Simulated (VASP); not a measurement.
Here is the system:

```xyz
2
Lattice="1.4841 -2.5705 0.0000 1.4841 2.5705 0.0000 0.0000 0.0000 2.8968" Properties=species:S:1:pos:R:3 pbc="T T T"
W      0.0000     0.0000     0.0000
C      1.4841     0.8568     1.4484
```

These are PBE GGA + U (Dudarev), VASP's PBE PAW potentials (set 64) (plane waves; VASP 6.6.1) values and carry that method's errors. Settings: 520 eV cut-off, 13×13×11 Γ-centred mesh, first-order Methfessel-Paxton smearing of 0.10 eV, potentials W_sv C, U − J: W 8.00 eV.

Q: Give the stress tensor in GPa (positive for a compressed cell).

A: 
```
 1.01   0.00   0.00
 0.00   1.01   0.00
 0.00   0.00  -0.84
```
The pressure is its mean diagonal, 0.40 GPa.

The compound is WC in the wc structure. The cell was not relaxed at this level. The run is one of a series of settings (LDAU = .TRUE., LDAUJ = 0 0, LDAUL = 2 -1, LDAUTYPE = 2, LDAUU = 8.0 0 against the base run), some of them coarse on purpose.
